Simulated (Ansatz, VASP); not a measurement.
## Cross-check of ZrTiNbCrC4 (Ti0.25Cr0.25Zr0.25Nb0.25C, rock salt) between VASP and Ansatz

Aim: how closely do two programs agree when they are given the same cell, functional and k mesh? The cell is invented: As first built, before any earlier steps moved the atoms (in the runner's words): 1x2x2 conventional cells of the TiC type (32 atoms: 16 C, 4 Ti, 4 Cr, 4 Zr, 4 Nb); Ti/Cr/Zr/Nb share their sites, the best of 600 random draws by like-pair counts in two shells; start lattice of TiC; atoms moved at random by 0.02 A. It may not be a known or stable phase. The structure shown is the start of the Ansatz relaxation below; VASP solves that cell, so the two are compared at the walk's first step.

Calculated with Ansatz 0.2.0; plane waves, with VASP 6.6.1 beside it; single point at PBE.

## (1) Set-up

The cell holds 32 atoms: 16 C, 4 Ti, 4 Cr, 4 Zr and 4 Nb. Cell: a = 4.467 Å, b = 8.825 Å, c = 8.855 Å, α = 89.7°, β = 90.0°, γ = 90.0°. It derives from TiC (TiC type, space group 225), repeated 1×2×2. As first built, before any earlier steps moved the atoms (in the runner's words): 1x2x2 conventional cells of the TiC type (32 atoms: 16 C, 4 Ti, 4 Cr, 4 Zr, 4 Nb); Ti/Cr/Zr/Nb share their sites, the best of 600 random draws by like-pair counts in two shells; start lattice of TiC; atoms moved at random by 0.02 A.

## (2) Ansatz: relaxation, PBE

Ansatz runs on PAW files that the input asks for by source.

The two programs are compared at the cell with which this relaxation starts, whose forces are those of its first step.

The input, input.yaml:

```yaml
crystal:
  lattice:
    - [4.46714, 5.0e-05, 1.0e-05]
    - [9.0e-05, 8.82507, 0.02379]
    - [3.0e-05, 0.02379, 8.85531]
  atoms:
    - { symbol: C, position: [0.50056, 0.00065, 0.99258] }
    - { symbol: C, position: [0.50054, 0.25574, 0.24617] }
    - { symbol: C, position: [0.00043, 0.99014, 0.2523] }
    - { symbol: C, position: [0.00054, 0.25364, 0.99598] }
    - { symbol: C, position: [0.50053, 0.98709, 0.51305] }
    - { symbol: C, position: [0.50057, 0.25103, 0.75348] }
    - { symbol: C, position: [0.00059, 0.99685, 0.74764] }
    - { symbol: C, position: [0.00055, 0.25, 0.50547] }
    - { symbol: C, position: [0.50052, 0.49687, 0.00078] }
    - { symbol: C, position: [0.50063, 0.7339, 0.26352] }
    - { symbol: C, position: [0.00054, 0.51489, 0.24841] }
    - { symbol: C, position: [0.00051, 0.74692, 0.99848] }
    - { symbol: C, position: [0.50056, 0.51246, 0.49744] }
    - { symbol: C, position: [0.50061, 0.75266, 0.74146] }
    - { symbol: C, position: [0.00051, 0.50516, 0.75011] }
    - { symbol: C, position: [0.00055, 0.75309, 0.49612] }
    - { symbol: Ti, position: [0.00053, 0.99179, 0.50616] }
    - { symbol: Ti, position: [0.00054, 0.50394, 0.99934] }
    - { symbol: Ti, position: [0.00043, 0.7507, 0.74682] }
    - { symbol: Ti, position: [0.50056, 0.50872, 0.74791] }
    - { symbol: Cr, position: [0.50035, 0.98897, 0.74723], spin: 1.5 }
    - { symbol: Cr, position: [0.00036, 0.74736, 0.25142], spin: 1.5 }
    - { symbol: Cr, position: [0.50066, 0.50374, 0.25217], spin: 1.5 }
    - { symbol: Cr, position: [0.50054, 0.74784, 0.50572], spin: 1.5 }
    - { symbol: Zr, position: [0.00058, 0.2541, 0.24973] }
    - { symbol: Zr, position: [0.50052, 0.98886, 0.25761] }
    - { symbol: Zr, position: [0.50052, 0.25017, 0.50352] }
    - { symbol: Zr, position: [0.5005, 0.74563, 0.0018] }
    - { symbol: Nb, position: [0.00054, 0.99559, 0.99611] }
    - { symbol: Nb, position: [0.50054, 0.2535, 0.99818] }
    - { symbol: Nb, position: [0.00055, 0.25225, 0.74994] }
    - { symbol: Nb, position: [0.00055, 0.51264, 0.496] }
magnetization:
  spin_polarized: true
kpoints:
  mp_grid: { grid: [6, 3, 3], shift: [0.5, 0.0, 0.0] }
hamiltonian:
  xc: pbe
  pseudopotentials: { kind: paw, source: ansatz }
scf:
  occupations: { method: methfessel_paxton, width: 0.15 }
output:
  forces: true
  stress: true
relax:
  f_tol: 0.02
  max_steps: 15
  cell: { stress_tol: 0.1 }
basis: {}
```

Launch:

```console
> ansatz run input.yaml --threads 8 --pin off --max-ram 15360MiB --backend cpu --events-out ev --progress --plain --runs-dir out
```

Numbers of over 12 decimals in the logs are rounded to 6 here.

What it wrote:

```text
The last accepted step is kept in <dir> (removed where the run ends without a failure and the disk answers)
Engine: ansatz 0.2.0, aarch64-unknown-linux-gnu
Pseudopotentials: kind: paw
Pseudopotential: C, paw, valence charge 4, recommended cutoff 820 eV (normal), C.paw.azcp
Pseudopotential: Ti, paw, valence charge 12, recommended cutoff 740 eV (normal), Ti.paw.azcp
Pseudopotential: Cr, paw, valence charge 14, recommended cutoff 930 eV (normal), Cr.paw.azcp
Pseudopotential: Zr, paw, valence charge 12, recommended cutoff 420 eV (normal), Zr.paw.azcp
Pseudopotential: Nb, paw, valence charge 13, recommended cutoff 708 eV (normal), Nb.paw.azcp
Functional definition: PBE
  parameter kappa = 0.804
  parameter beta = 0.066725
  exchange = pbe_x(kappa = kappa, mu = beta*pi^2/3)
  correlation = pbe_c(beta = beta)
Crystal: 32 atoms, lattice volume = 349.099 Å³
Basis set: ecut = 930 eV, 22461 PW (Γ), exchange–correlation on 90×180×180 points (8 copies of the dense FFT grid, shifted against one another)
Bands: 169, of which v1, the nominal top of the filled ones, is band 134 counted from 1 (133 counted from 0)
Symmetry: 1 space group operations
Space group: P1 (ITA 1), of the structure as read, at distance tolerance 7.0e-5 Å
Magnetic group: BNS 1.1 (UNI 1), of the structure as read, at distance tolerance 7.0e-5 Å
k-points: 27 of 54 (time reversal used)
Non-local potential: C, projectors of the file, l = 0: 2, l = 1: 2
Non-local potential: Ti, projectors of the file, l = 0: 2, l = 1: 2, l = 2: 2, l = 3: 1
Non-local potential: Cr, projectors of the file, l = 0: 3, l = 1: 2, l = 2: 3, l = 3: 1
Non-local potential: Zr, projectors of the file, l = 0: 3, l = 1: 3, l = 2: 3, l = 3: 2
Non-local potential: Nb, projectors of the file, l = 0: 3, l = 1: 3, l = 2: 3, l = 3: 2
PAW form: soft (Blöchl's): semilocal exchange-correlation on the pseudo side does not see the compensation charge
PAW one-centre angular grid: C, 110 points (default); XC on 64 Gauss nodes
PAW one-centre angular grid: Ti, 590 points (default); XC on 64 Gauss nodes
PAW one-centre angular grid: Cr, 590 points (default); XC on 64 Gauss nodes
PAW one-centre angular grid: Zr, 590 points (default); XC on 64 Gauss nodes
PAW one-centre angular grid: Nb, 590 points (default); XC on 64 Gauss nodes
Initial density: superposition of atomic densities (chi_scale 0.1, normalization cell, long waves kept (reshape's long-wave potential 0.25 eV rms))
Starting moments: Σ|m| = 6 μB on 4 of 32 sites
Initial wavefunctions: pseudopotential atomic-orbital guess
Functional: x = pbe(κ = 0.804, μ = 0.219515), c = pbe(β = 0.066725)
SCF iter   1: F=—  HF=-62538.878413 eV  |F-HF|=—  |Δ(HF+E_count)|=         —  Δρ=1.19e-1 (↑1.19e-1 ↓1.08e-1)  dr2=2.90e2  dr2_m=4.63e-1  M=4.637 μB ∫|m|=5.483 μB  β_m=0.30  ethr=3.10e-3  ⟨swp⟩=5.9  Hψ=31997  notcnv=0
Mixer restart at iter 1: flushing history
preconditioner: auto → Kerker (q_TF=auto, 2.611 Å⁻¹)  [metal: Δε(μ)=0.004 eV  Ē_g=7.859 eV  σ=0.150 eV  W_gap=0.01  n_scr=102 (ndim 8)  ℏωp=23.5 eV  f_vac=0.000  D(μ)=12.54/eV (n_scr^D=86)]
spin=Collinear: Kerker preconditioning applied to the charge; magnetization (m = ρ↑ − ρ↓) channel mixes plain (no charge-response kernel on spin).
SCF iter   2: F=—  HF=-62532.567529 eV  |F-HF|=—  |Δ(HF+E_count)|=    6.31e0  Δρ=4.71e-2 (↑4.60e-2 ↓4.71e-2)  dr2=7.07e1  dr2_m=2.00e-1  M=4.520 μB ∫|m|=5.779 μB  β_m=0.39  ethr=3.10e-3  ⟨swp⟩=4.3  Hψ=20952  notcnv=0  defer=1244
SCF iter   3: F=—  HF=-62525.036073 eV  |F-HF|=—  |Δ(HF+E_count)|=    7.53e0  Δρ=2.11e-2 (↑2.11e-2 ↓1.80e-2)  dr2=1.08e1  dr2_m=1.40e-1  M=4.883 μB ∫|m|=5.989 μB  β_m=0.50  ethr=3.10e-3  ⟨swp⟩=5.1  Hψ=18291  notcnv=0  defer=1233
SCF iter   4: F=—  HF=-62524.197659 eV  |F-HF|=—  |Δ(HF+E_count)|=   8.38e-1  Δρ=1.11e-2 (↑1.11e-2 ↓7.89e-3)  dr2=1.68e0  dr2_m=8.21e-2  M=5.291 μB ∫|m|=6.376 μB  β_m=0.61  ethr=3.10e-3  ⟨swp⟩=4.2  Hψ=11455  notcnv=0  defer=1218
SCF iter   5: F=—  HF=-62524.253703 eV  |F-HF|=—  |Δ(HF+E_count)|=   5.60e-2  Δρ=5.77e-3 (↑5.77e-3 ↓4.38e-3)  dr2=1.20e-1  dr2_m=6.62e-2  M=5.882 μB ∫|m|=7.001 μB  β_m=0.80  ethr=6.28e-4  ⟨swp⟩=2.9  Hψ=16714  notcnv=0  defer=1233
SCF iter   6: F=—  HF=-62524.339838 eV  |F-HF|=—  |Δ(HF+E_count)|=         —  Δρ=8.96e-3 (↑8.96e-3 ↓6.40e-3)  dr2=7.33e-2  dr2_m=1.79e-1  M=6.814 μB ∫|m|=8.010 μB  β_m=0.80  ethr=4.49e-5  ⟨swp⟩=2.8  Hψ=17303  notcnv=0  defer=1231
Mixer restart at iter 6: flushing history
SCF iter   7: F=—  HF=-62524.335697 eV  |F-HF|=—  |Δ(HF+E_count)|=   4.14e-3  Δρ=4.97e-3 (↑3.38e-3 ↓4.97e-3)  dr2=4.45e-2  dr2_m=4.55e-2  M=7.053 μB ∫|m|=8.357 μB  β_m=0.90  ethr=2.73e-5  ⟨swp⟩=3.7  Hψ=18471  notcnv=0  defer=1234
SCF iter   8: F=—  HF=-62524.340435 eV  |F-HF|=—  |Δ(HF+E_count)|=   4.74e-3  Δρ=4.28e-3 (↑4.28e-3 ↓1.51e-3)  dr2=5.10e-2  dr2_m=1.90e-2  M=7.197 μB ∫|m|=8.571 μB  β_m=0.95  ethr=1.66e-5  ⟨swp⟩=3.0  Hψ=18672  notcnv=0  defer=1235
[...]
SCF 4 converged in 4 iterations: F = -62524.261138 eV  dr2 = 6.91e-10
[...]
Per-site moments (μB) at R_I (Å): [(-0.013086, 0.897536), (-0.014449, 0.902632), (-0.013446, 0.883477), (-0.00279132, 0.898526), (-0.048243, 0.855036), (-0.0056988, 0.893650), (-0.013357, 0.882448), (0.012256, 0.892966), (-0.016688, 0.886185), (-0.101652, 0.839563), (-0.066772, 0.846449), (-0.017530, 0.884712), (-0.048684, 0.858119), (-0.057896, 0.860038), (0.00935, 0.893695), (-0.054098, 0.869733), (0.037245, 0.8697 [...]
Free energy (F): -62524.261138 eV
Harris-Foulkes:  -62524.261138 eV  (|F-HF|=5.48e-8)
Internal energy: -62524.246065 eV  (E = F + TS)
E sigma→0 (E₀):  -62524.257370 eV
Entropy (-TS):   -0.015073 eV (-0.471 meV/atom)
Fermi energy:    16.103992 eV
Step filling:    the computed levels leave a gap of 0.0002 eV = 0.0 smearing widths at the electron count; against every level under it full and every level over it empty, smearing changes F+E_penalty+E_count by -9.458 meV and its σ→0 estimate by -5.689 meV
--- Per-component energies (eV) ---
  E_band       = -1438.973438
  E_kinetic    = 9748.306986
  E_local      = -22107.639396  (includes V_loc(G=0)·N_el)
  E_nonlocal   = 6137.265410
  E_hartree    = 5583.929728
  E_xc         = -4060.049692
  E_vxc        = -4848.730366  (∫ρ·V_xc dr)
  E_paw        = -33774.039548  (= ΣΔE_a)
  E_vpaw       = -1536.036139  (= ΣTr[D̂ρ^β])
  E_aug_tail   = -0.000092  (compensation charges beyond the density's cutoff)
  E_ewald      = -24052.019461
  E_smearing   = -0.015073  (= −TS)
  E_closure    = -0.000000  (closes the sum)
  Σ components = -62524.261138   (vs F -62524.261138, Δ=0.00e0)
--- Forces (eV/Å), atoms counted from 1 ---
  atom   1  C      0.00165106     0.00248473     0.00165964
  atom   2  C      0.00014082     0.00142986     0.00566543
  atom   3  C     -0.00290620     0.00080755    -0.00129213
  atom   4  C     -0.00069585    -0.00006868     0.00448125
  atom   5  C      0.00073106    -0.00233679    -0.00247334
  atom   6  C      0.00106732     0.00197316    -0.00154672
  atom   7  C     -0.00372142     0.00133542     0.00077605
  atom   8  C     -0.00056441     0.00002647    -0.00029458
  atom   9  C      0.00030686     0.00191401     0.00138448
  atom  10  C     -0.00107545     0.00379051     0.00240817
  atom  11  C      0.00092877     0.00026476     0.00263448
  atom  12  C     -0.00007912     0.00137630    -0.00055643
  atom  13  C     -0.00020623    -0.00818806     0.00105371
  atom  14  C     -0.00150344    -0.00055698     0.00003648
  atom  15  C      0.00069660     0.00157350     0.00231657
  atom  16  C      0.00033110     0.00007400     0.00119847
  atom  17  Ti     0.00072551    -0.00512841     0.00081212
  atom  18  Ti     0.00000601    -0.00331125    -0.00213321
  atom  19  Ti     0.00094691     0.00022653     0.00304703
  atom  20  Ti    -0.00003793     0.00702218     0.00130533
  atom  21  Cr    -0.00026705    -0.01791556    -0.00985891
  atom  22  Cr     0.00127067     0.00297561    -0.00306229
  atom  23  Cr    -0.00031594    -0.00798783    -0.00896122
  atom  24  Cr     0.00050473     0.01775925     0.00997479
  atom  25  Zr     0.00207232    -0.00575957     0.00119390
  atom  26  Zr    -0.00022827     0.00446972     0.00033270
  atom  27  Zr    -0.00229190    -0.00255982     0.00013072
  atom  28  Zr    -0.00003099     0.00160597    -0.00222687
  atom  29  Nb     0.00229509     0.00021971    -0.00211995
  atom  30  Nb    -0.00096768    -0.00060498    -0.00472639
  atom  31  Nb     0.00121670    -0.00037271     0.00101690
  atom  32  Nb     0.00000009     0.00346149    -0.00217541
  max |Σ_I F_I| component: 7.70e-7 eV/Å
--- Stress (GPa, compression-positive) ---
       -0.012619       0.002623       0.002185
        0.002623      -0.029714       0.013202
        0.002185       0.013202      -0.023003
  P = ⅓ Tr σ = -0.0218 GPa (-0.218 kbar)
--- Relaxed structure (3 steps of the walk, 3 accepted, 1 SCFs on fresh bases) ---
  F+E_penalty+E_count = -62524.26113819 eV   max|allowed force component| = 1.792e-2 eV/Å   (the final SCF, on the basis selected at the relaxed cell)
  cell:  # Å, volume = 349.1510 Å³
    - [4.467645, -6.717488674572675e-5, -2.3317372710302505e-5]
    - [-0.000141651, 8.825172, 0.022656]
    - [-3.665412585863916e-5, 0.022652, 8.855523]
  atoms:
    - { symbol: C, position: [0.500490, 0.000558343, 0.992470] }
    - { symbol: C, position: [0.500529, 0.255739, 0.246061] }
    - { symbol: C, position: [0.000563741, 0.990029, 0.252299] }
    - { symbol: C, position: [0.000531853, 0.253610, 0.995815] }
    - { symbol: C, position: [0.500527, 0.987170, 0.513053] }
    - { symbol: C, position: [0.500516, 0.251062, 0.753431] }
    - { symbol: C, position: [0.000646508, 0.996806, 0.747639] }
    - { symbol: C, position: [0.000554824, 0.250091, 0.505418] }
    - { symbol: C, position: [0.500518, 0.496783, 0.000816984] }
    - { symbol: C, position: [0.500618, 0.733845, 0.263821] }
    - { symbol: C, position: [0.000496432, 0.514867, 0.248404] }
    - { symbol: C, position: [0.000506212, 0.746885, 0.998567] }
    - { symbol: C, position: [0.500540, 0.512711, 0.497373] }
    - { symbol: C, position: [0.500564, 0.752576, 0.741651] }
    - { symbol: C, position: [0.00051309, 0.505152, 0.750103] }
    - { symbol: C, position: [0.000532825, 0.753202, 0.496231] }
    - { symbol: Ti, position: [0.000537681, 0.991856, 0.506141] }
    - { symbol: Ti, position: [0.000515824, 0.503856, 0.999247] }
    - { symbol: Ti, position: [0.000518105, 0.750642, 0.746938] }
    - { symbol: Ti, position: [0.500531, 0.508719, 0.747886] }
    - { symbol: Cr, position: [0.500537, 0.988733, 0.747109] }
    - { symbol: Cr, position: [0.000412415, 0.747348, 0.251405] }
    - { symbol: Cr, position: [0.500586, 0.503583, 0.252068] }
    - { symbol: Cr, position: [0.500510, 0.748229, 0.506007] }
    - { symbol: Zr, position: [0.000520514, 0.254222, 0.249637] }
    - { symbol: Zr, position: [0.500536, 0.988886, 0.257610] }
    - { symbol: Zr, position: [0.500561, 0.250330, 0.503439] }
    - { symbol: Zr, position: [0.500507, 0.745485, 0.00203358] }
    - { symbol: Nb, position: [0.0004928, 0.995508, 0.996105] }
    - { symbol: Nb, position: [0.500532, 0.253382, 0.998048] }
    - { symbol: Nb, position: [0.000520157, 0.252265, 0.749850] }
    - { symbol: Nb, position: [0.000544888, 0.512762, 0.495970] }
[key lines of the parts left out:]
SCF converged after 4 iterations
Magnetization: 7.4243 μB (137.7121 up, 130.2879 down)
```

The column dr2 measures how far the density is from self-consistency, as an energy; F and HF (Harris–Foulkes) agree once it is small.

(Continued in part 2 of 2.)

[Lines on the potential files, build, host, timing and source positions are cut from VASP's logs without a mark.]

[Logs are printed without paths, hosts, clocks, repeated set-up lines and the standing remarks that a program may print on its own settings, such as how far it seeks lower states.]

[Hosts, paths, dates, database ids (printed as entryN), source tags and the programs' standing remarks are cut or masked in the printed files.]
